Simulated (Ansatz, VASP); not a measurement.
**One calculation of NiMoIrPdW, two programs**

File INCAR:

```
  ALGO = Fast
  EDIFF = 1E-6
  ENCUT = 520
  GGA = PE
  ISIF = 2
  ISMEAR = -1
  ISPIN = 2
  LASPH = T
  LCHARG = T
  LELF = T
  LMAXMIX = 4
  LORBIT = 11
  LREAL = F
  LWAVE = F
  MAGMOM = 1 1 0 0.6 0
  NELM = 100
  PREC = Accurate
  SIGMA = 0.05
```

File KPOINTS:

```
k-points
0
Gamma
  11 11 3
```

File POSCAR:

```
NiMoIrPdW
1.0
    2.7660900000      0.0000000000      0.0000000000
   -1.3830500000      2.3955100000      0.0000000000
    0.0000000000      0.0000000000     11.0227800000
Ni Mo Pd Ir W
1 1 1 1 1
Direct
    0.3333300000      0.6666700000      0.5971100000
    0.0000000000      0.0000000000      0.4107400000
    0.6666700000      0.3333300000      0.7952000000
    0.6666700000      0.3333300000      0.1996100000
    0.3333300000      0.6666700000      0.9973400000
```

input.yaml

```yaml
crystal:
  lattice:
    - [2.76609, 0.0, 0.0]
    - [-1.38305, 2.39551, 0.0]
    - [0.0, 0.0, 11.02278]
  atoms:
    - { symbol: Ni, position: [0.33333, 0.66667, 0.59711], spin: 1.0 }
    - { symbol: Mo, position: [0.0, 0.0, 0.41074], spin: 1.0 }
    - { symbol: Pd, position: [0.66667, 0.33333, 0.7952] }
    - { symbol: Ir, position: [0.66667, 0.33333, 0.19961], spin: 0.6 }
    - { symbol: W, position: [0.33333, 0.66667, 0.99734] }
hamiltonian:
  xc: pbe
  pseudopotentials: { kind: nc, source: spms }
magnetization:
  spin_polarized: true
kpoints:
  mp_grid: { grid: [11, 11, 3] }
scf:
  occupations: { method: fermi_dirac, width: 0.05 }
output:
  forces: true
  stress: true
  eigenvalues: true
```

The cell was built by a generator and needn't be a form met in nature.

Alike in both runs: functional PBE; k mesh 11 × 11 × 3; occupations fermi-dirac, width 0.05 eV; collinear spin, ferromagnetic start.

```csv
,VASP,Ansatz
version,VASP 6.6.1,Ansatz 0.2.0
potentials or method,"VASP PAW PBE potentials, release 64 (Ni, Mo_sv, Pd, Ir, W_sv)",SPMS NC
plane-wave cutoff (eV),520,925
valence electrons in the cell,57,81
task,electron localisation function,single point
```

```csv
,VASP,Ansatz,Ansatz less VASP
gap on the k mesh at the Fermi level (eV),none,none,-
pressure (GPa),0.4,0.3,-0.05
largest component of the traceless stress (GPa),0.98,1.05,+0.077
rms of the force components (eV/Å),0.049,0.062,+0.0129
net moment per atom (μB),0.00,0.00,0.000
```

Atom by atom the forces differ by 0.016 eV/Å (rms over components). A gap of «none» marks a metal or a gap that the smearing closes. The two sets of potentials don't hold the same shells in valence.

Caveats: the starting moments weren't kept (Ansatz). Spin-orbit coupling is left out, which matters for the levels of Ir, W.
